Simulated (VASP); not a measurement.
Runs of VASP 6.6.1 on KCl. The cell holds a slab with vacuum, 8 atoms: a = 4.463 Å, b = 4.463 Å, c = 24.468 Å, α = 90.00°, β = 90.00°, γ = 90.00°. 

| level | gap on the mesh (eV) |
| --- | --- |
| RPBE+D4 | 4.94 |
| RPBE+D3 | 4.91 |
| RPBE | (a) |
| RPBE+D3(BJ) | 4.99 |

Alike in all rows: task relaxation of the atoms; potentials or basis VASP PAW PBE potentials, release 64 (K_sv, Cl); no spin polarisation; cell atoms relaxed; k mesh 5 × 5 × 1; cutoff (eV) 520; smearing fermi-dirac 0.05 eV.

Question: Fill in the values left out.

Answer: (a) 4.90.

A k mesh can miss the band edges.
